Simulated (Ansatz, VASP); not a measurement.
## Cross-check of Ta3VSe2 between VASP and Ansatz

Aim: how closely do two programs agree when they are given the same cell, functional and k mesh? The cell is invented: As first built, before any earlier steps moved the atoms (in the runner's words): it takes the Ta4SeS structure with some of its atoms replaced by other elements, volume scaled by an estimate. It may not be a known or stable phase. The cell is taken from a series of VASP runs on this material, whose earlier steps may have relaxed, scaled or displaced it; both programs get it as it stands. Valence electrons are named where the data sets of a main pair hold unlike numbers.

Main program and level: Ansatz 0.2.0; plane waves, with VASP 6.6.1 beside it; single point at PBE.

**1. The starting structure**

The structure is tetragonal, space group P4mm (No. 99). The conventional cell has a = 3.335 Å, b = 3.335 Å, c = 10.277 Å, α = 90.00°, β = 90.00°, γ = 90.00°. Nearest to Ta lie 4 Se at 2.67 Å and 4 Ta at 2.87 Å. Nearest to Ta lie 1 Se at 2.71 Å and 4 Ta at 2.83 Å and 4 V at 2.84 Å. Ta has 8 Ta at 2.83 to 2.87 Å and 1 Se at 2.90 Å nearest. Nearest to Se lie 4 V at 2.62 Å and 1 Ta at 2.71 Å. Nearest to Se lie 5 Ta at 2.67 to 2.90 Å. V has 4 Se at 2.62 Å and 4 Ta at 2.84 Å nearest. As first built, before any earlier steps moved the atoms (in the runner's words): sites of the Ta4SeS structure (space group 99) filled with other elements, volume scaled by an estimate. Farther neighbours and most contacts between anions are not listed.

**2. VASP: single point, PBE**

A single point gives forces, pressure and levels at one fixed geometry, so differences don't come from the geometry; what else differs is listed under the comparison.

Lines of VASP's logs that name or quote its potential files are left out, and so is its time.

Contents of INCAR:

```
SYSTEM = Ta3VSe2
PREC = Accurate
ENCUT = 400
EDIFF = 1E-06
NELM = 100
ISMEAR = -1
SIGMA = 0.05
LREAL = .FALSE.
ALGO = Normal
GGA = PE
NBANDS = 38
ISPIN = 2
MAGMOM = 0 0 0 0 0 2
LMAXMIX = 4
LORBIT = 11
LWAVE = .FALSE.
LCHARG = .FALSE.
KPAR = 2
ISIF = 2
```

Contents of POSCAR:

```
Ta3VSe2
1.0
    3.3351968318      0.0000000000      0.0000000000
    0.0000000000      3.3351968318      0.0000000000
    0.0000000000      0.0000000000     10.2768044105
Ta Se V
3 2 1
Direct
    0.5000000000      0.5000000000      0.2322675592
    0.5000000000      0.5000000000      0.9195633029
    0.0000000000      0.0000000000      0.0723500317
    0.5000000000      0.5000000000      0.6554841304
    0.0000000000      0.0000000000      0.3547859068
    0.0000000000      0.0000000000      0.7655480689
```

Contents of KPOINTS:

```
Automatic mesh
0
Gamma
7 7 3
0 0 0
```

The projector-augmented-wave data sets are Ta_pv, Se and V_sv (PBE family, release 64).

On the command line:

```sh
$ mpirun -np 2 vasp_std
```

Numbers of over 12 decimals in the logs are rounded to 6 here.

The program printed:

```text
[banner, memory and clock lines left out]
running    2 mpi-ranks, on    1 nodes
 distrk:  each k-point on    1 cores,    2 groups
 distr:  one band on    1 cores,    1 groups

 POSCAR found type information on POSCAR TaSeV
 POSCAR found :  3 types and       6 ions
 LDA part: xc-table for (Slater+PW92), standard interpolation
 POSCAR, INCAR and KPOINTS ok, starting setup
 FFT: planning ... GRIDC
 FFT: planning ... GRID_SOFT
 FFT: planning ... GRID
 WAVECAR not read
 entering main loop
       N       E                     dE             d eps       ncg     rms          rms(c)
DAV:   1     0.538707827110E+03    0.53871E+03   -0.27444E+04  3088   0.127E+03
DAV:   2    -0.273133939356E+02   -0.56602E+03   -0.54883E+03  3280   0.411E+02
DAV:   3    -0.585199812764E+02   -0.31207E+02   -0.30385E+02  3850   0.891E+01
DAV:   4    -0.593540702542E+02   -0.83409E+00   -0.82547E+00  3884   0.133E+01
DAV:   5    -0.593717367941E+02   -0.17667E-01   -0.17625E-01  3932   0.177E+00    0.326E+01
DAV:   6    -0.737158460437E+02   -0.14344E+02   -0.12753E+02  4040   0.556E+01    0.462E+01
DAV:   7    -0.575586505827E+02    0.16157E+02   -0.18695E+02  4218   0.700E+01    0.184E+01
DAV:   8    -0.562377651427E+02    0.13209E+01   -0.21602E+01  4040   0.163E+01    0.124E+01
DAV:   9    -0.542558472458E+02    0.19819E+01   -0.57205E+00  3998   0.134E+01    0.480E+00
DAV:  10    -0.541072460718E+02    0.14860E+00   -0.96156E-01  3960   0.464E+00    0.219E+00
DAV:  11    -0.540948114946E+02    0.12435E-01   -0.39135E-02  3544   0.112E+00    0.176E+00
DAV:  12    -0.540803029573E+02    0.14509E-01   -0.11881E-01  3436   0.221E+00    0.640E-01
DAV:  13    -0.540789040210E+02    0.13989E-02   -0.10623E-02  3966   0.612E-01    0.352E-01
DAV:  14    -0.540793320509E+02   -0.42803E-03   -0.10215E-02  4074   0.385E-01    0.306E-01
[...]
DAV:  19    -0.540780114332E+02    0.15121E-02   -0.82690E-03  3952   0.289E-01    0.149E-01
DAV:  20    -0.540773170905E+02    0.69434E-03   -0.13889E-02  3942   0.353E-01    0.682E-02
DAV:  21    -0.540776072218E+02   -0.29013E-03   -0.14072E-03  3556   0.192E-01    0.345E-02
DAV:  22    -0.540775828455E+02    0.24376E-04   -0.66754E-04  3752   0.876E-02    0.345E-02
DAV:  23    -0.540775913036E+02   -0.84580E-05   -0.12888E-04  3750   0.481E-02    0.142E-02
DAV:  24    -0.540775924123E+02   -0.11087E-05   -0.37890E-06  2924   0.108E-02    0.649E-03
DAV:  25    -0.540775908195E+02    0.15928E-05   -0.14089E-05  3276   0.130E-02    0.431E-03
DAV:  26    -0.540775909926E+02   -0.17309E-06   -0.48649E-06  2968   0.675E-03
   1 F= -.54077591E+02 E0= -.54054285E+02  d E =-.466118E-01  mag=    -0.0009
```

Parts of OUTCAR (step 2):

```text
ion  position               nearest neighbor table
   1  0.500  0.500  0.232-   5 2.67   5 2.67   5 2.67   5 2.67   3 2.87   3 2.87   3 2.87   3 2.87
                             2 3.21
   2  0.500  0.500  0.920-   4 2.71   3 2.83   3 2.83   3 2.83   3 2.83   6 2.84   6 2.84   6 2.84
                             6 2.84   1 3.21
   3  0.000  0.000  0.072-   2 2.83   2 2.83   2 2.83   2 2.83   1 2.87   1 2.87   1 2.87   1 2.87
                             5 2.90   6 3.15
   4  0.500  0.500  0.655-   6 2.62   6 2.62   6 2.62   6 2.62   2 2.71
   5  0.000  0.000  0.355-   1 2.67   1 2.67   1 2.67   1 2.67   3 2.90
   6  0.000  0.000  0.766-   4 2.62   4 2.62   4 2.62   4 2.62   2 2.84   2 2.84   2 2.84   2 2.84
                             3 3.15

  LATTYP: Found a simple tetragonal cell.
 ALAT       =     3.3351968318
 C/A-ratio  =     3.0813187133

 Subroutine GETGRP returns: Found  8 space group operations
 (whereof  8 operations were pure point group operations)

The static configuration has the point symmetry C_4v.

 Found     20 irreducible k-points:

   k-points           NKPTS =     20   k-points in BZ     NKDIM =     20   number of bands    NBANDS=     38

   dimension x,y,z NGX =    24 NGY =   24 NGZ =   70
   dimension x,y,z NGXF=    48 NGYF=   48 NGZF=  140

   ENCUT  =  400.0 eV  29.40 Ry    5.42 a.u.   5.44  5.44 16.76*2*pi/ulx,y,z

   NELECT =      58.0000    total number of electrons

 k-points in reciprocal lattice and weights: Automatic mesh
   0.00000000  0.00000000  0.00000000       0.007
   0.14285714  0.00000000  0.00000000       0.027
   0.28571429  0.00000000  0.00000000       0.027
   0.42857143  0.00000000  0.00000000       0.027
   0.14285714  0.14285714  0.00000000       0.027
   0.28571429  0.14285714  0.00000000       0.054
   0.42857143  0.14285714  0.00000000       0.054
   0.28571429  0.28571429  0.00000000       0.027
   0.42857143  0.28571429  0.00000000       0.054
[...]
0.42857143  0.28571429  0.33333333       0.109
   0.42857143  0.42857143  0.33333333       0.054

 average (electrostatic) potential at core
       1 -37.0536       2 -36.3401       3 -36.1920       4 -52.9810       5 -53.3507
       6 -74.7203

 E-fermi :   6.1527

 spin component 1
 k-point     1 :       0.0000    0.0000    0.0000
  band No.  band energies     occupation
    ...
     23       3.5175      1.00000
     24       4.1184      1.00000
     25       4.1184      1.00000
     26       5.2351      1.00000
     27       5.9344      0.98747
     28       6.2780      0.07553
     29       6.2780      0.07553
     30       6.6270      0.00008
     31       6.6270      0.00008
     32       6.6852      0.00002
    ...

 k-point     2 :       0.1429    0.0000    0.0000
  band No.  band energies     occupation
    ...
     24       3.9351      1.00000
     25       4.1924      1.00000
     26       5.4038      1.00000
     27       5.7550      0.99965
     28       5.8657      0.99680
     29       6.2169      0.21690
     30       6.3456      0.02067
     31       6.5177      0.00068
     32       6.9458      0.00000
     33       7.0965      0.00000
    ...

 k-point     3 :       0.2857    0.0000    0.0000
  band No.  band energies     occupation
    ...
     25       4.6731      1.00000
     26       4.9718      1.00000
     27       5.0214      1.00000
     28       6.0381      0.90829
     29       6.1028      0.73079
     30       6.2228      0.19758
     31       6.2716      0.08489
     32       6.8792      0.00000
     33       7.1722      0.00000
     34       7.3961      0.00000
    ...

 k-point     4 :       0.4286    0.0000    0.0000
  band No.  band energies     occupation
    ...
     25       4.8087      1.00000
     26       4.9997      1.00000
     27       5.0302      1.00000
     28       5.2913      1.00000
     29       5.4544      1.00000
     30       6.4453      0.00287
     31       6.7837      0.00000
     32       6.8328      0.00000
     33       7.3229      0.00000
     34       8.0258      0.00000
    ...

 k-point     5 :       0.1429    0.1429    0.0000
  band No.  band energies     occupation
    ...
     25       4.2311      1.00000
     26       5.2856      1.00000
     27       5.3138      1.00000
     28       5.6123      0.99998
     29       6.1078      0.71082
     30       6.4933      0.00110
     31       6.7414      0.00001
     32       7.0045      0.00000
     33       7.1201      0.00000
     34       7.6045      0.00000
    ...

 k-point     6 :       0.2857    0.1429    0.0000
  band No.  band energies     occupation
    ...
     25       4.4305      1.00000
     26       4.6902      1.00000
     27       4.8574      1.00000
     28       5.1822      1.00000
     29       6.1271      0.62541
     30       6.1759      0.38626
     31       6.7511      0.00001
     32       7.1586      0.00000
     33       7.2586      0.00000
     34       7.5015      0.00000
    ...

  Total       -0.1241924     -0.1241924      0.3750373      0.0000000      0.0000000     -0.0000000
  in kB       -1.7406226     -1.7406226      5.2563471      0.0000000      0.0000000     -0.0000000
  external PRESSURE =       0.5917006 kB  Pullay stress =       0.0000000 kB

  energy-cutoff  :      400.00
  volume of cell :      114.31
      direct lattice vectors                 reciprocal lattice vectors
     3.335196832  0.000000000  0.000000000     0.299832379  0.000000000  0.000000000
     0.000000000  3.335196832  0.000000000     0.000000000  0.299832379  0.000000000
     0.000000000  0.000000000 10.276804411     0.000000000  0.000000000  0.097306513

 POSITION                                       TOTAL-FORCE (eV/Angst)
 -----------------------------------------------------------------------------------
      1.66760      1.66760      2.38697         0.000000     -0.000000     -0.141867
      1.66760      1.66760      9.45017         0.000000      0.000000      0.013072
      0.00000      0.00000      0.74353         0.000000     -0.000000      0.005438
      1.66760      1.66760      6.73628         0.000000     -0.000000     -0.025650
      0.00000      0.00000      3.64607        -0.000000     -0.000000      0.121637
      0.00000      0.00000      7.86739         0.000000      0.000000      0.027371
 -----------------------------------------------------------------------------------
    total drift:                                0.000000     -0.000000      0.000773

  FREE ENERGIE OF THE ION-ELECTRON SYSTEM (eV)
  ---------------------------------------------------
  free  energy   TOTEN  =       -54.0775909926 eV

  energy  without entropy=      -54.0309792195  energy(sigma->0) =      -54.05428511

 total charge
# of ion       s       p       d       tot
------------------------------------------
    1        0.321   6.163   2.394   8.878
    2        0.354   6.181   2.338   8.873
    3        0.363   6.182   2.393   8.938
    4        1.467   2.347   0.058   3.872
    5        1.469   2.361   0.069   3.899
    6        2.239   6.168   3.052  11.458
--------------------------------------------------
tot          6.212  29.401  10.305  45.918

 magnetization (x)
# of ion       s       p       d       tot
------------------------------------------
    1       -0.000  -0.000  -0.000  -0.000
    2        0.000   0.000   0.000   0.000
    3        0.000   0.000  -0.000  -0.000
    4       -0.000   0.000  -0.000   0.000
    5       -0.000  -0.000  -0.000  -0.000
    6       -0.000  -0.000  -0.001  -0.001
--------------------------------------------------
tot         -0.000   0.000  -0.001  -0.001

[... 6 further parts left out ...]
```

The moments of VASP's start collapse, so its state is non-magnetic. The k-mesh is coarse for a metal. LASPH is off, so gradient terms of the non-spherical density inside the spheres are left out; for open d or f shells this can shift gaps and moments.

(Part 1 of 2 ends here.)

[Lines on the potential files, build, host, timing and source positions are cut from VASP's logs without a mark.]

[Logs are printed without paths, hosts, clocks, repeated set-up lines and the standing remarks that a program may print on its own settings, such as how far it seeks lower states.]

[Hosts, paths, dates, database ids (printed as entryN), source tags and the programs' standing remarks are cut or masked in the printed files.]
